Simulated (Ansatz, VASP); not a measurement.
# Cross-check of IF between VASP and Ansatz, part 3 of 3

One calculation is typed for both programs; each brings its own data sets. How far apart do they land? The cell is generated by rule, not measured, and may not be a known phase. The cell is taken from a series of runs on this material, whose earlier steps may have relaxed, scaled, displaced or heated it; both programs get it as it stands.

VASP 6.6.1 and Ansatz 0.2.0.

So far: Starting point; VASP: zone-centre phonons, PBEsol.

The structure was built from a prototype and need not be the compound's stable phase.

## Step 3: Ansatz: zone-centre phonons, PBEsol

Level of this step: Ansatz beside VASP: Kohn-Sham DFT, plane waves, PBEsol (Ansatz).

Ansatz runs on norm-conserving files, of PseudoDojo where its log says so.

The same cell, functional and mesh now go to Ansatz, which takes its cutoff from its data sets.

Contents of input.yaml:

```yaml
crystal:
  lattice:
    - [2.3112570789, -3.2230713787, 0.0]
    - [2.3112570789, 3.2230713787, 0.0]
    - [0.0, 0.0, 7.4497273648]
  atoms:
    - { symbol: I, position: [0.0, 0.0, 0.5] }
    - { symbol: I, position: [0.0, 0.0, 0.0] }
    - { symbol: F, position: [0.167774012, 0.832225988, 0.75] }
    - { symbol: F, position: [0.832225988, 0.167774012, 0.25] }
kpoints:
  mp_grid: { grid: [8, 8, 4] }
hamiltonian:
  xc: pbesol
  pseudopotentials: { kind: nc }
scf:
  occupations: { method: fixed }
output:
  eigenvalues: true
phonons:
  method: dfpt
  dielectric: true
  rigid_motions: translations
```

Command:

```console
> ansatz run input.yaml --threads 8 --pin off --max-ram 14336MiB --backend cpu --events-out ev --progress --plain --runs-dir out
```

Numbers of over 12 decimals in the logs are rounded to 6 here.

The log of the run:

```text
Engine: ansatz 0.2.0, aarch64-unknown-linux-gnu
Pseudopotentials: kind: nc
Pseudopotential: I, nc, valence charge 7, recommended cutoff 952.398519 eV (normal), I.nc.azcp (PseudoDojo's, or run here from an input of PseudoDojo's: the run reads no file of this project's for it)
Pseudopotential: F, nc, valence charge 7, recommended cutoff 1142.878222 eV (normal), F.nc.azcp (PseudoDojo's, or run here from an input of PseudoDojo's: the run reads no file of this project's for it)
Functional definition: PBEsol
  exchange = pbesol_x
  correlation = pbesol_c
Crystal: 4 atoms, lattice volume = 110.991 Å³
Basis set: ecut = 1142.878222 eV, 9705 PW (Γ), exchange–correlation on 90×90×180 points (8 copies of the dense FFT grid, shifted against one another)
Bands: 18, of which v1, the nominal top of the filled ones, is band 14 counted from 1 (13 counted from 0)
Symmetry: 8 space group operations
k-points: 132 of 256 (irreducible under 1 space group operation, time reversal used)
Non-local potential: I, projectors of the file, l = 0: 2, l = 1: 2, l = 2: 2, l = 3: 2
Non-local potential: F, projectors of the file, l = 0: 2, l = 1: 2, l = 2: 1
Initial density: superposition of atomic densities (chi_scale 0.1, normalization cell, long waves kept (reshape's long-wave potential 0.02 eV rms))
Initial wavefunctions: pseudopotential atomic-orbital guess
Functional: x = pbesol(κ = 0.804, μ = 0.123457), c = pbesol(β = 0.046)
SCF iter   1: F=—  HF=-2041.298671 eV  |F-HF|=—  |Δ(HF+E_count)|=         —  Δρ=7.59e-2  dr2=5.28e0  ethr=3.10e-3  ⟨swp⟩=5.3  Hψ=11433  notcnv=0  defer=264
preconditioner: auto → Resta (q_TF=auto, 2.169 Å⁻¹)  ε∞=4.4  [insulator: Δε(μ)=1.577 eV  Ē_g=9.332 eV  n_scr=22 (ndim 8)  ℏωp=17.3 eV  f_vac=0.074  ε∞_Penn≈4.4]
SCF iter   2: F=—  HF=-2039.889932 eV  |F-HF|=—  |Δ(HF+E_count)|=    1.41e0  Δρ=3.20e-2  dr2=8.11e-1  ethr=3.10e-3  ⟨swp⟩=3.0  Hψ=5808  notcnv=0  defer=264
SCF iter   3: F=—  HF=-2039.644803 eV  |F-HF|=—  |Δ(HF+E_count)|=   2.45e-1  Δρ=1.27e-2  dr2=2.15e-1  ethr=2.90e-3  ⟨swp⟩=3.0  Hψ=5096  notcnv=0  defer=216
SCF iter   4: F=—  HF=-2039.561787 eV  |F-HF|=—  |Δ(HF+E_count)|=   8.30e-2  Δρ=2.16e-3  dr2=4.53e-3  ethr=7.67e-4  ⟨swp⟩=3.0  Hψ=4488  notcnv=0  defer=264
SCF iter   5: F=—  HF=-2039.563418 eV  |F-HF|=—  |Δ(HF+E_count)|=   1.63e-3  Δρ=6.57e-4  dr2=5.37e-4  ethr=1.62e-5  ⟨swp⟩=2.9  Hψ=5460  notcnv=0  defer=264
SCF iter   6: F=—  HF=-2039.563490 eV  |F-HF|=—  |Δ(HF+E_count)|=   7.13e-5  Δρ=1.83e-4  dr2=4.01e-5  ethr=1.92e-6  ⟨swp⟩=2.1  Hψ=3990  notcnv=0  defer=264
SCF iter   7: F=—  HF=-2039.563524 eV  |F-HF|=—  |Δ(HF+E_count)|=   3.40e-5  Δρ=3.24e-5  dr2=1.13e-6  ethr=1.43e-7  ⟨swp⟩=2.0  Hψ=3960  notcnv=0  defer=262
SCF iter   8: F=—  HF=-2039.563489 eV  |F-HF|=—  |Δ(HF+E_count)|=   3.47e-5  Δρ=1.35e-5  dr2=1.68e-7  ethr=4.05e-9  ⟨swp⟩=2.0  Hψ=4124  notcnv=0  defer=71
SCF iter   9: F=—  HF=-2039.563489 eV  |F-HF|=—  |Δ(HF+E_count)|=   4.92e-8  Δρ=1.19e-6  dr2=1.83e-9  ethr=6.00e-10  ⟨swp⟩=2.7  Hψ=4356  notcnv=0  defer=75
SCF iter  10: F=—  HF=-2039.563489 eV  |F-HF|=—  |Δ(HF+E_count)|=   4.77e-9  Δρ=2.53e-7  dr2=1.06e-10  ethr=6.54e-12  ⟨swp⟩=2.0  Hψ=3977  notcnv=0  defer=75
SCF iter  11: F=-2039.563489 eV  HF=-2039.563489 eV  |F-HF|=2.48e-11  |Δ(HF+E_count)|=  4.63e-10  Δρ=1.48e-7  dr2=1.93e-11  ethr=1.00e-12  ⟨swp⟩=10.3  Hψ=16434  notcnv=0
SCF 1 converged in 11 iterations: F = -2039.563489 eV  dr2 = 1.93e-11
NSCF: frozen V_eff on 2 k-points
DFPT response loops at Γ: preconditioner auto → Resta (q_TF=auto, 2.169 Å⁻¹)  ε∞=10.9 (no band partly filled); β = 1.00, the filter's whole step (`scf.mixing.beta` (0.50) is not read by the response loops at its default; to damp them type it under 1.00, their step now; it binds the ground state too); Broyden in place of MSR1
── the response to a field inside a basis, on 10×10×6 k-points: an SCF that follows is theirs, and a resumed run solves both again ──
Bands: 15, of which v1, the nominal top of the filled ones, is band 14 counted from 1 (13 counted from 0)
k-points: 90 of 600
Initial density: handed on by an earlier stage of this run
Initial wavefunctions: pseudopotential atomic-orbital guess (no wavefunctions were taken with the density)
Eigensolver: Dense (90 Hₖ)
SCF iter   1: F=—  HF=-2039.556774 eV  |F-HF|=—  |Δ(HF+E_count)|=         —  Δρ=4.99e-5  dr2=3.88e-7  ethr=1.00e-1
preconditioner: auto → Resta (q_TF=auto, 2.169 Å⁻¹)  ε∞=8.4  [insulator: Δε(μ)=0.618 eV  Ē_g=6.364 eV  n_scr=22 (ndim 8)  ℏωp=17.3 eV  f_vac=0.075  ε∞_Penn≈8.4]
SCF iter   2: F=—  HF=-2039.556775 eV  |F-HF|=—  |Δ(HF+E_count)|=   1.25e-6  Δρ=2.65e-5  dr2=1.19e-7  ethr=1.39e-9
SCF iter   3: F=-2039.556776 eV  HF=-2039.556776 eV  |F-HF|=7.05e-10  |Δ(HF+E_count)|=   5.08e-7  Δρ=2.28e-6  dr2=3.08e-9  ethr=4.26e-10
SCF 1 converged in 3 iterations: F = -2039.556776 eV  dr2 = 3.08e-9
DFPT response loops at Γ: preconditioner auto → Resta (q_TF=auto, 2.169 Å⁻¹)  ε∞=9.9 (no band partly filled); β = 1.00, the filter's whole step (`scf.mixing.beta` (0.50) is not read by the response loops at its default; to damp them type it under 1.00, their step now; it binds the ground state too); Broyden in place of MSR1
SCF converged after 11 iterations
Free energy (F): -2039.563489 eV
Harris-Foulkes:  -2039.563489 eV  (|F-HF|=2.48e-11)
Internal energy: -2039.563489 eV  (E = F + TS)
E sigma→0 (E₀):  -2039.563489 eV
Fermi energy:    2.323728 eV
--- Per-component energies (eV) ---
  E_band       = -154.205453
  E_kinetic    = 1042.333241
  E_local      = -2029.837133  (includes V_loc(G=0)·N_el)
  E_nonlocal   = -31.940346
  E_hartree    = 684.339313
  E_xc         = -506.568013
  E_vxc        = -503.439728  (∫ρ·V_xc dr)
  E_ewald      = -1197.890551
  E_smearing   = -0.000000  (= −TS)
  E_closure    = 0.000000  (closes the sum)
  Σ components = -2039.563489   (vs F -2039.563489, Δ=0.00e0)
--- Band table (eV; the first three rows and the last of 132) ---
  k-point 0: bands = [... 10 lower, 1.1782, 2.0277, 2.1199, 2.3237, 3.1078, 5.8233, 7.7246, 9.0828]
  k-point 1: bands = [... 10 lower, 1.3078, 2.0400, 2.1003, 2.1052, 3.5446, 5.4023, 8.0905, 8.9694]
  k-point 2: bands = [... 10 lower, 1.6591, 1.6591, 2.0714, 2.0714, 4.4910, 4.4910, 8.6363, 8.6363]
  k-point 131: bands = [... 10 lower, 0.7025, 0.7025, 1.3921, 1.3921, 4.2272, 4.2272, 8.2343, 8.2343]
--- Phonons (Γ-DFPT): 6 representative perturbations + reference, on 132 of 256 k-points (Σ response iterations 18) ---
  k mesh reduced under 1 symmetry operation, with k and −k counted as one. Each operation leaves every solved perturbation unchanged. A smaller set is not considered because the run solves the response to a homogeneous field
  ASR residual: 4.896e-4 → 0.000e0 eV/Å²; symmetrization residual: 2.972e-6 eV/Å²
  ASR residual per site (eV/Å²): 7.24e-5 7.24e-5 4.90e-4 4.90e-4
  Γ frequencies (cm⁻¹): 0.00 0.00 0.00 64.95 73.42 75.27 154.82 191.61 197.54 282.41 363.59 443.58
  ε∞ (high-frequency dielectric tensor):
        4.341695     0.000000     0.000000
        0.000000     5.060438     0.000000
        0.000000     0.000000     5.137290
  ε⁰ (static dielectric tensor: ions relaxed, cell fixed):
        4.509229    -0.000000     0.000000
       -0.000000     5.492633    -0.000000
        0.000000    -0.000000    24.548891
  ε⁰ − ε∞ (ionic part):
        0.167534    -0.000000     0.000000
       -0.000000     0.432194    -0.000000
        0.000000    -0.000000    19.411601
  softest optical mode at Γ: 64.95 cm⁻¹; the repairs (sum rule, projections) moved no ω² at Γ by more than (2.74 cm⁻¹)²
  Born effective charges Z* (e; rows j = field, columns β = displacement):
    site 0:
         0.33857    0.00000    0.00000
        -0.00000    0.98357   -0.84932
         0.00000   -1.96444    3.49318
    site 1:
         0.33857   -0.00000    0.00000
         0.00000    0.98357    0.84932
        -0.00000    1.96444    3.49318
    site 2:
        -0.33857   -0.00000    0.00000
         0.00000   -0.98357    0.00000
         0.00000    0.00000   -3.49318
    site 3:
        -0.33857   -0.00000    0.00000
         0.00000   -0.98357    0.00000
         0.00000    0.00000   -3.49318
  Z* charge neutrality: 2.522e-3 e pre-enforcement
  solved inside a basis spanned on kpoints, on 10×10×6 k-points, its susceptibility summed on 12×12×6: ε∞ is read to err by 2.1e-2, Z* by 2.4e-2 e (field_mesh: kpoints solves on kpoints); Z* is corrected for what the basis lacks
  optical modes at Γ without the LO–TO term, one row a degenerate level:
      ω (cm⁻¹)  modes    IR ((D/Å)²/amu)
         64.95      1             0.0000
         73.42      1             0.0000
         75.27      1             0.6698
[...]
optical modes at Γ + LO–TO along q̂ = [1.0000, 0.0000, 0.0000]:
      ω (cm⁻¹)  modes    IR ((D/Å)²/amu)
[...]
optical modes at Γ + LO–TO along q̂ = [0.0000, 1.0000, 0.0000]:
      ω (cm⁻¹)  modes    IR ((D/Å)²/amu)
[...]
optical modes at Γ + LO–TO along q̂ = [0.0000, 0.0000, 1.0000]:
      ω (cm⁻¹)  modes    IR ((D/Å)²/amu)
[...]
73.42      1             0.0000
         78.55      1             0.0269
        154.82      1             0.0021
        191.61      1             0.3201
        282.41      1             0.0000
        363.59      1             2.9615
        413.78      1            35.4488
        443.58      1             0.0000
```

## Step 4: Comparison

Known differences besides the potentials themselves: fixed occupations in Ansatz, narrow Gaussian smearing in VASP; VASP's response is taken on the typed mesh, Ansatz refines its own for the field response alone; the cutoff is 1142.88 eV in Ansatz and 600 eV in VASP. Total energies have different zeros and are not compared.

Both answers:

```csv
quantity,Ansatz,VASP,difference
ε∞ xx,4.34,4.21,+3.08 %
ε∞ yy,5.06,4.89,+3.41 %
ε∞ zz,5.14,5.12,+0.34 %
Born charge of I1 (mean of the diagonal) (e),1.61,1.59,+0.02
Born charge of F3 (mean of the diagonal) (e),-1.61,-1.59,-0.02
optical mode 1 (cm⁻¹),65.0,60.7,+7.05 %
optical mode 2 (cm⁻¹),73.4,73.0,+0.63 %
optical mode 3 (cm⁻¹),75.3,75.8,-0.76 %
optical mode 4 (cm⁻¹),154.8,154.3,+0.33 %
optical mode 5 (cm⁻¹),191.6,191.4,+0.12 %
optical mode 6 (cm⁻¹),197.5,215.8,-8.46 %
optical mode 7 (cm⁻¹),282.4,282.4,-0.01 %
optical mode 8 (cm⁻¹),363.6,372.3,-2.34 %
optical mode 9 (cm⁻¹),443.6,447.4,-0.86 %
```

Modes are paired by rising frequency, not by their patterns, so a pair may set unlike modes beside each other; they are those without the splitting of longitudinal modes.

## Step 5: Outcome

- r.m.s. difference of the optical zone-centre modes, each program's sorted by frequency (zone-centre phonons, PBEsol): 7.0 cm⁻¹
- difference in optical mode 6 (zone-centre phonons, PBEsol): -8.5 %

What this shows: The r.m.s. difference of the optical zone-centre modes, each program's sorted by frequency is 7.0 cm⁻¹ (zone-centre phonons, PBEsol). Among the rows given in per cent, the largest difference of the zone-centre phonons, PBEsol pair is in optical mode 6, -8.5 %. What causes the difference of the zone-centre phonons, PBEsol pair stays open here. How closely two codes agree says nothing of how well the functional describes the real material.

[Lines on the potential files, build, host, timing and source positions are cut from VASP's logs without a mark.]

[Logs are printed without paths, hosts, clocks, repeated set-up lines and the standing remarks that a program may print on its own settings, such as how far it seeks lower states.]

[Hosts, paths, dates, database ids (printed as entryN), source tags and the programs' standing remarks are cut or masked in the printed files.]
